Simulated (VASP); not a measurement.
Calculation: vdW-DF2, VASP's PBE PAW potentials (set 64) (plane waves; VASP).

VASP ran on this input.

### POSCAR
```
Pd
1.0
  0.0000000000   1.9450000000   1.9450000000
  1.9450000000   0.0000000000   1.9450000000
  1.9450000000   1.9450000000   0.0000000000
Pd
1
direct
  0.0000000000   0.0000000000   0.0000000000
```

### KPOINTS
```
Automatic mesh
0
Gamma
  14 14 14
0 0 0
```

INCAR:
```
SYSTEM=Pd
PREC=Accurate; ENCUT=520; LREAL=.FALSE.
LASPH=.TRUE.
EDIFF=1E-6; NELM=100; ALGO=Normal
LMAXMIX=4
ISMEAR=1; SIGMA=0.1
GGA=ML; LUSE_VDW=.TRUE.; AGGAC=0.0
ZAB_VDW=-1.8867
IBRION=2; NSW=60; ISIF=3
EDIFFG=-0.01
LWAVE=.FALSE.; LCHARG=.FALSE.
```

POTCAR, in this order: Pd (PBE.64 set). Program: vasp_std.

The run wrote:

**OSZICAR**
```
...
   1 F= -.14874126E+01 E0= -.14869373E+01  d E =-.148741E+01
       N       E                     dE             d eps       ncg     rms          rms(c)
DAV:   1    -0.160111075506E+02   -0.14524E+02   -0.27696E+02  1887   0.190E+02    0.391E+01
DAV:   2    -0.157894636296E+01    0.14432E+02   -0.56352E+01  1874   0.641E+01    0.173E+01
DAV:   3    -0.148561816852E+01    0.93328E-01   -0.48233E-01  1985   0.563E+00    0.112E+01
DAV:   4    -0.147456022682E+01    0.11058E-01   -0.11832E-01  2050   0.347E+00    0.276E+00
DAV:   5    -0.147301310018E+01    0.15471E-02   -0.34060E-02  2433   0.104E+00    0.150E-01
DAV:   6    -0.147333625554E+01   -0.32316E-03   -0.39106E-04  2038   0.165E-01    0.221E-02
DAV:   7    -0.147333293595E+01    0.33196E-05   -0.12698E-05  2161   0.301E-02    0.485E-03
DAV:   8    -0.147333662841E+01   -0.36925E-05   -0.10968E-05  1899   0.307E-02    0.182E-03
DAV:   9    -0.147333638840E+01    0.24000E-06   -0.31522E-08  1153   0.163E-03
   2 F= -.14733364E+01 E0= -.14728413E+01  d E =0.140762E-01
       N       E                     dE             d eps       ncg     rms          rms(c)
DAV:   1    -0.636670385053E+01   -0.48934E+01   -0.84870E+01  1900   0.960E+01    0.168E+01
DAV:   2    -0.163343060360E+01    0.47333E+01   -0.27814E+01  1885   0.481E+01    0.281E+00
DAV:   3    -0.163644613804E+01   -0.30155E-02   -0.90532E-02  1965   0.399E+00    0.169E+00
DAV:   4    -0.164461861920E+01   -0.81725E-02   -0.44437E-02  2101   0.157E+00    0.167E-01
DAV:   5    -0.164449674960E+01    0.12187E-03   -0.26650E-04  1978   0.154E-01    0.886E-02
DAV:   6    -0.164449154498E+01    0.52046E-05   -0.37228E-05  2183   0.756E-02    0.337E-03
DAV:   7    -0.164449177708E+01   -0.23210E-06   -0.10310E-06  2099   0.114E-02
   3 F= -.16444918E+01 E0= -.16441842E+01  d E =-.157079E+00
       N       E                     dE             d eps       ncg     rms          rms(c)
DAV:   1    -0.164666346554E+01   -0.21719E-02   -0.37387E-02  1899   0.212E+00    0.300E-01
DAV:   2    -0.164463362586E+01    0.20298E-02   -0.12863E-02  1891   0.996E-01    0.749E-02
DAV:   3    -0.164463688201E+01   -0.32561E-05   -0.38926E-05  2028   0.766E-02    0.406E-02
DAV:   4    -0.164464952680E+01   -0.12645E-04   -0.18013E-05  2104   0.340E-02    0.251E-03
DAV:   5    -0.164464931632E+01    0.21048E-06   -0.18727E-07  1389   0.376E-03
   4 F= -.16446493E+01 E0= -.16443380E+01  d E =-.157237E+00
       N       E                     dE             d eps       ncg     rms          rms(c)
DAV:   1    -0.164581437060E+01   -0.11648E-02   -0.21702E-02  1898   0.161E+00    0.228E-01
DAV:   2    -0.164463814522E+01    0.11762E-02   -0.74067E-03  1891   0.757E-01    0.572E-02
DAV:   3    -0.164464099073E+01   -0.28455E-05   -0.21451E-05  2026   0.572E-02    0.312E-02
DAV:   4    -0.164464981583E+01   -0.88251E-05   -0.10330E-05  2104   0.258E-02    0.191E-03
DAV:   5    -0.164464962166E+01    0.19417E-06   -0.10044E-07  1089   0.282E-03
   5 F= -.16446496E+01 E0= -.16443352E+01  d E =-.157237E+00
       N       E                     dE             d eps       ncg     rms          rms(c)
DAV:   1    -0.164465001129E+01   -0.19546E-06   -0.94758E-07   939   0.108E-02    0.167E-03
DAV:   2    -0.164465000067E+01    0.10618E-07   -0.41641E-07   939   0.556E-03
   6 F= -.16446500E+01 E0= -.16443355E+01  d E =-.379011E-06
       N       E                     dE             d eps       ncg     rms          rms(c)
DAV:   1    -0.164465170560E+01   -0.16943E-05   -0.10806E-05  1773   0.361E-02    0.501E-03
DAV:   2    -0.164465128700E+01    0.41859E-06   -0.36108E-06  1008   0.167E-02
   7 F= -.16446513E+01 E0= -.16443369E+01  d E =-.166534E-05
       N       E                     dE             d eps       ncg     rms          rms(c)
DAV:   1    -0.164465118351E+01    0.52208E-06   -0.18188E-08   936   0.164E-03    0.771E-04
DAV:   2    -0.164465111137E+01    0.72142E-07   -0.14443E-09   936   0.354E-04
   8 F= -.16446511E+01 E0= -.16443367E+01  d E =0.175634E-06
       N       E                     dE             d eps       ncg     rms          rms(c)
DAV:   1    -0.164465102199E+01    0.16152E-06   -0.65581E-09   936   0.907E-04    0.995E-05
DAV:   2    -0.164465102948E+01   -0.74901E-08   -0.11314E-09   936   0.292E-04
   9 F= -.16446510E+01 E0= -.16443366E+01  d E =0.257522E-06
       N       E                     dE             d eps       ncg     rms          rms(c)
DAV:   1    -0.164465106533E+01   -0.43337E-07   -0.10450E-08   936   0.112E-03    0.155E-04
DAV:   2    -0.164465106998E+01   -0.46535E-08   -0.34495E-09   936   0.509E-04
  10 F= -.16446511E+01 E0= -.16443366E+01  d E =0.217021E-06
       N       E                     dE             d eps       ncg     rms          rms(c)
DAV:   1    -0.164465114013E+01   -0.74807E-07   -0.41316E-08   936   0.224E-03    0.308E-04
DAV:   2    -0.164465114749E+01   -0.73533E-08   -0.13718E-08   936   0.101E-03
  11 F= -.16446511E+01 E0= -.16443367E+01  d E =0.139515E-06
       N       E                     dE             d eps       ncg     rms          rms(c)
DAV:   1    -0.164465129021E+01   -0.15008E-06   -0.16519E-07   936   0.448E-03    0.615E-04
DAV:   2    -0.164465129774E+01   -0.75305E-08   -0.54911E-08   936   0.203E-03
  12 F= -.16446513E+01 E0= -.16443369E+01  d E =-.107411E-07
       N       E                     dE             d eps       ncg     rms          rms(c)
DAV:   1    -0.164465159601E+01   -0.30580E-06   -0.66078E-07   936   0.895E-03    0.123E-03
DAV:   2    -0.164465159348E+01    0.25285E-08   -0.21970E-07   936   0.405E-03
  13 F= -.16446516E+01 E0= -.16443372E+01  d E =-.306481E-06
       N       E                     dE             d eps       ncg     rms          rms(c)
DAV:   1    -0.164465225099E+01   -0.65497E-06   -0.26433E-06   984   0.179E-02    0.246E-03
DAV:   2    -0.164465217817E+01    0.72815E-07   -0.87891E-07   936   0.810E-03
  14 F= -.16446522E+01 E0= -.16443378E+01  d E =-.891168E-06
       N       E                     dE             d eps       ncg     rms          rms(c)
DAV:   1    -0.164465373387E+01   -0.14829E-05   -0.10610E-05  1786   0.358E-02    0.494E-03
DAV:   2    -0.164465331102E+01    0.42285E-06   -0.35234E-06  1008   0.164E-02
  15 F= -.16446533E+01 E0= -.16443391E+01  d E =-.202401E-05
       N       E                     dE             d eps       ncg     rms          rms(c)
DAV:   1    -0.164465738505E+01   -0.36512E-05   -0.42520E-05  1902   0.717E-02    0.988E-03
DAV:   2    -0.164465542285E+01    0.19622E-05   -0.14121E-05  1768   0.328E-02    0.301E-03
DAV:   3    -0.164465518580E+01    0.23705E-06   -0.43274E-08   936   0.256E-03
  16 F= -.16446552E+01 E0= -.16443412E+01  d E =-.389880E-05
       N       E                     dE             d eps       ncg     rms          rms(c)
DAV:   1    -0.164466708443E+01   -0.11662E-04   -0.16765E-04  1898   0.143E-01    0.200E-02
DAV:   2    -0.164465883704E+01    0.82474E-05   -0.56741E-05  1885   0.661E-02    0.504E-03
DAV:   3    -0.164465844284E+01    0.39420E-06   -0.15726E-07   936   0.494E-03
  17 F= -.16446584E+01 E0= -.16443448E+01  d E =-.715584E-05
       N       E                     dE             d eps       ncg     rms          rms(c)
DAV:   1    -0.164469789220E+01   -0.39055E-04   -0.66973E-04  1901   0.285E-01    0.399E-02
DAV:   2    -0.164466348555E+01    0.34407E-04   -0.22709E-04  1892   0.132E-01    0.101E-02
DAV:   3    -0.164466267726E+01    0.80829E-06   -0.62866E-07  1010   0.988E-03
  18 F= -.16446627E+01 E0= -.16443499E+01  d E =-.113903E-04
```

**OUTCAR**
```
------------------------ aborting loop because EDIFF is reached ----------------------------------------
  FORCE on cell =-STRESS in cart. coord.  units (eV):
  Direction    XX          YY          ZZ          XY          YZ          ZX
  --------------------------------------------------------------------------------------
  Total        0.0051354      0.0051354      0.0051354      0.0000000      0.0000000      0.0000000
  in kB        0.4843889      0.4843889      0.4843889      0.0000000      0.0000000      0.0000000
  external PRESSURE =       0.4843889 kB  Pullay stress =       0.0000000 kB
  volume of cell :       16.99
      direct lattice vectors                 reciprocal lattice vectors
     0.000000000  2.040263429  2.040263429    -0.245066393  0.245066393  0.245066393
     2.040263429  0.000000000  2.040263429     0.245066393 -0.245066393  0.245066393
     2.040263429  2.040263429 -0.000000000     0.245066393  0.245066393 -0.245066393
 POSITION                                       TOTAL-FORCE (eV/Angst)
 -----------------------------------------------------------------------------------
      2.04026      2.04026     -0.00000         0.000000      0.000000      0.000000
 -----------------------------------------------------------------------------------
    total drift:                               -0.000000     -0.000000     -0.000000
  FREE ENERGIE OF THE ION-ELECTRON SYSTEM (eV)
  ---------------------------------------------------
  free  energy   TOTEN  =        -1.6446626773 eV

  energy  without entropy=       -1.6437242512  energy(sigma->0) =       -1.64434987

 reached required accuracy - stopping structural energy minimisation
```
(Selected blocks of OUTCAR.)

CONTCAR:
```
Pd
   1.00000000000000
     0.0000000000000000    2.0402634288617678    2.0402634288617678
     2.0402634288617678    0.0000000000000001    2.0402634288617678
     2.0402634288617678    2.0402634288617678   -0.0000000000000000
  Pd
     1
Direct
     0.0000000000000000    0.0000000000000000    1.0000000000000000
```

Energy and stress use the plane-wave basis of the starting cell.

The compound is Pd in the fcc structure. This run relaxes it. Symmetry was kept, so distortions that lower it aren't found.
